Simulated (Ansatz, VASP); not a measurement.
# Al2GaN3: VASP beside Ansatz, part 3 of 3

Wanted: the spread between two codes on one cell, functional and k mesh. The cell is generated by rule, not measured, and may not be a known phase. The cell is taken from a series of runs on this material, whose earlier steps may have relaxed, scaled, displaced or heated it; both programs get it as it stands.

VASP 6.6.1 and Ansatz 0.2.0.

So far: VASP: relaxation of cell and atoms, PBEsol, pair 1; Ansatz: relaxation of cell and atoms, PBEsol, pair 1; Differences; Ansatz: relaxation of cell and atoms, PBEsol, pair 2; VASP: relaxation of cell and atoms, PBEsol, pair 2; Side by side.

### Step 8. VASP: relaxation of cell and atoms, PBEsol, pair 3

Level of this step: PBEsol; plane waves and PAW (Al, Ga_d, N); invented cell (VASP).

The relaxed volume is the usual yardstick between codes: in a stiff, nearly cubic crystal its relative difference is about their pressure difference at one cell divided by the bulk modulus.

The input, INCAR:

```
SYSTEM = Al2GaN3
PREC = Accurate
ENCUT = 600
EDIFF = 1E-07
NELM = 120
ISMEAR = 0
SIGMA = 0.01
LREAL = .FALSE.
ALGO = Normal
GGA = PS
NBANDS = 23
LORBIT = 11
LWAVE = .FALSE.
LCHARG = .FALSE.
ISIF = 3
IBRION = 2
NSW = 80
EDIFFG = -0.005
LASPH = .TRUE.
GGA_COMPAT = .FALSE.
NELMIN = 4
EFERMI = MIDGAP
KPAR = 2
```

The input, POSCAR:

```
Al2GaN3
1.0
    2.2119100000      2.2119100000      0.0000000000
   -2.2119100000      2.2119100000      0.0000000000
    2.2119100000      0.0000000000      6.6066660000
Al Ga N
2 1 3
Direct
    0.9983396315      0.0016603685      0.0033207370
    0.3349937018      0.6650062982      0.3300125964
    0.6666666667      0.3333333333      0.6666666667
    0.4166666667      0.0833333333      0.1666666667
    0.7541876634      0.7458127887      0.4916251253
    0.0791458203      0.4208541797      0.8417083594
```

The input, KPOINTS:

```
Automatic mesh
0
Gamma
8 8 8
0 0 0
```

PAW data sets: Al, Ga_d and N (PBE family, release 64).

Launch:

```sh
> mpirun -np 2 vasp_std
```

Numbers of over 12 decimals in the logs are rounded to 6 here.

Output:

```text
[... set-up lines as in an earlier step ...]
 entering main loop
       N       E                     dE             d eps       ncg     rms          rms(c)
DAV:   1     0.291327309269E+03    0.29133E+03   -0.17068E+04  2799   0.214E+03
DAV:   2    -0.885830350948E+01   -0.30019E+03   -0.28021E+03  3074   0.540E+02
DAV:   3    -0.490667635275E+02   -0.40208E+02   -0.39689E+02  3240   0.150E+02
DAV:   4    -0.506859827656E+02   -0.16192E+01   -0.16119E+01  3703   0.336E+01
[...]
DAV:  13    -0.443388364954E+02    0.99630E-06   -0.17053E-05  3960   0.320E-02    0.691E-03
DAV:  14    -0.443388363607E+02    0.13468E-06   -0.20487E-06  3786   0.180E-02    0.347E-03
DAV:  15    -0.443388363225E+02    0.38243E-07   -0.42899E-07  3230   0.825E-03
   1 F= -.44338836E+02 E0= -.44338836E+02  d E =-.443388E+02
[...]
N       E                     dE             d eps       ncg     rms          rms(c)
DAV:   1    -0.443397749931E+02   -0.93863E-03   -0.18015E-02  3806   0.268E+00    0.192E-01
[...]
DAV:   4    -0.443388444715E+02    0.24587E-04   -0.58959E-05  4307   0.997E-02    0.688E-03
DAV:   5    -0.443388436965E+02    0.77501E-06   -0.10098E-05  3472   0.235E-02    0.457E-03
DAV:   6    -0.443388436234E+02    0.73067E-07   -0.26784E-07  2882   0.506E-03
   2 F= -.44338844E+02 E0= -.44338844E+02  d E =-.730094E-05
 trial-energy change:   -0.000007  1 .order    0.000010   -0.000220    0.000241
 step:   0.5345(harm=  0.4780)  dis= 0.00033  next Energy=   -44.338898 (dE=-0.615E-04)
[...]
N       E                     dE             d eps       ncg     rms          rms(c)
DAV:   1    -0.443390943016E+02   -0.25061E-03   -0.39174E-03  3815   0.126E+00    0.890E-02
DAV:   2    -0.443389274815E+02    0.16682E-03   -0.44448E-04  3768   0.507E-01    0.361E-02
DAV:   3    -0.443388973895E+02    0.30092E-04   -0.47357E-05  4121   0.202E-01    0.124E-02
DAV:   4    -0.443388918622E+02    0.55273E-05   -0.12772E-05  4269   0.455E-02    0.323E-03
DAV:   5    -0.443388915127E+02    0.34957E-06   -0.20792E-06  3240   0.106E-02    0.218E-03
DAV:   6    -0.443388914941E+02    0.18525E-07   -0.54850E-08  1826   0.251E-03
   3 F= -.44338891E+02 E0= -.44338891E+02  d E =-.551716E-04
[...]
reached required accuracy - stopping structural energy minimisation
```

From OUTCAR (step 8):

```text
  Total       -0.0042942     -0.0042942      0.0027935      0.0000000      0.0000000      0.0000000
  in kB       -0.1065516     -0.1065516      0.0693139      0.0000000      0.0000000      0.0000000
  external PRESSURE =      -0.0479298 kB  Pullay stress =       0.0000000 kB

 POSITION                                       TOTAL-FORCE (eV/Angst)
 -----------------------------------------------------------------------------------
      2.21101      2.21101      0.02196        -0.000000     -0.000000     -0.003236
      0.00000      2.21101      2.17944         0.000000     -0.000000      0.003236
      2.21101      2.21101      4.40280        -0.000000     -0.000000      0.000000
      1.10550      1.10550      1.10070         0.000000     -0.000000      0.000000
      1.10550      3.31652      3.24712         0.000000      0.000000      0.004567
      1.10550      1.10550      5.55849        -0.000000      0.000000     -0.004567
 -----------------------------------------------------------------------------------
    total drift:                               -0.000046     -0.000649     -0.000638

  FREE ENERGIE OF THE ION-ELECTRON SYSTEM (eV)
  ---------------------------------------------------
  free  energy   TOTEN  =       -44.3388914941 eV

  energy  without entropy=      -44.3388914941  energy(sigma->0) =      -44.33889149

[... 1 part as in an earlier step ...]

[... 3 further parts left out ...]
[key lines of the parts left out:]
E-fermi :   7.2345
```

### Step 9. Ansatz: relaxation of cell and atoms, PBEsol, pair 3

The same cell, functional and mesh now go to Ansatz, which takes its cutoff from its data sets.

The cell is taken from a series of runs on this material, whose earlier steps may have relaxed, scaled, displaced or heated it; both programs get it as it stands.

The input, input.yaml:

```yaml
crystal:
  lattice:
    - [2.211910486, 2.211910486, 0.0]
    - [-2.211910486, 2.211910486, 0.0]
    - [2.211910486, 0.0, 6.6066663204]
  atoms:
    - { symbol: Al, position: [-0.0016603505, 0.0016603505, 0.0033207009] }
    - { symbol: Al, position: [0.3349936838, 0.6650063162, 0.3300126324] }
    - { symbol: Ga, position: [0.6666666667, 0.3333333333, 0.6666666667] }
    - { symbol: "N", position: [0.4166666667, 0.0833333333, 0.1666666667] }
    - { symbol: "N", position: [0.7541874715, 0.7458125285, 0.4916250571] }
    - { symbol: "N", position: [0.0791458619, 0.4208541381, 0.8417082763] }
kpoints:
  mp_grid: { grid: [8, 8, 8] }
hamiltonian:
  xc: pbesol
scf:
  occupations: { method: fixed }
output:
  forces: true
  stress: true
  eigenvalues: true
  write_density: true
  write_potential: true
  elf: true
  volumetric_format: npy
relax:
  adjacent_minimum: "off"
  f_tol: 0.001
  max_steps: 60
  cell: { stress_tol: 0.01 }
```

Launch:

```sh
> ansatz run input.yaml --threads 8 --pin off --max-ram 14336MiB --backend cpu --events-out ev --progress --plain --runs-dir out
```

Output:

```text
[...]
Crystal: 6 atoms, lattice volume = 64.647 Å³
Basis set: ecut = 420 eV, 1275 PW (Γ), exchange–correlation on 48×48×96 points (8 copies of the dense FFT grid, shifted against one another)
Bands: 23, of which v1, the nominal top of the filled ones, is band 17 counted from 1 (16 counted from 0)
Symmetry: 8 space group operations
[...]
k-points: 59 of 512 (time reversal used)
[...]
cell:  # Å, volume = 64.6500 Å³
    - [2.211732, 2.211732, 0]
    - [-2.211732, 2.211732, 0]
    - [2.211732, 0, 6.608053]
  atoms:
    - { symbol: Al, position: [-0.00165713, 0.00165713, 0.00331427] }
    - { symbol: Al, position: [0.334990, 0.665010, 0.330019] }
    - { symbol: Ga, position: [0.666667, 0.333333, 0.666667] }
    - { symbol: N, position: [0.416667, 0.083333, 0.166667] }
    - { symbol: N, position: [0.754181, 0.745819, 0.491639] }
    - { symbol: N, position: [0.079153, 0.420847, 0.841694] }
[key lines of the parts left out:]
SCF converged after 5 iterations
Free energy (F): -5934.652317 eV
Fermi energy:    7.834586 eV
P = ⅓ Tr σ = -0.0001 GPa (-0.001 kbar)
```

### Step 10. Side by side

What differs besides the data sets and the points named for the pairs above, as far as they apply: fixed occupations in Ansatz, narrow Gaussian smearing in VASP. Total energies have different zeros and are not compared.

Both answers:

| quantity | Ansatz | VASP | difference |
| --- | --- | --- | --- |
| volume (Å³) | 64.65 | 64.57 | +0.12 % |
| edge a after relaxation, in the typed setting (Å) | 3.128 | 3.127 | +0.04 % |
| edge c after relaxation, in the typed setting (Å) | 6.968 | 6.965 | +0.06 % |

### Step 11. Summary of results

```yaml
difference_in_edge_c_after_relaxation_in_the_typed_setting_relaxation_of_cell_and_atoms_pbesol_pair_1: 0.11 %
difference_in_volume_relaxation_of_cell_and_atoms_pbesol_pair_2: 0.12 %
difference_in_volume_relaxation_of_cell_and_atoms_pbesol_pair_3: 0.12 %
```

The difference in volume is 0.12 % (relaxation of cell and atoms, PBEsol, pair 3), within the 1.2 % picked in this series as the mark of a large difference, as far as the stopping tolerances let one tell. Such differences can come from data sets, numerical settings and the points named under the comparisons, not from the functional's error against experiment.

[Lines on the potential files, build, host, timing and source positions are cut from VASP's logs without a mark.]

[Logs are printed without paths, hosts, clocks, repeated set-up lines and the standing remarks that a program may print on its own settings, such as how far it seeks lower states.]

[Hosts, paths, dates, database ids (printed as entryN), source tags and the programs' standing remarks are cut or masked in the printed files.]
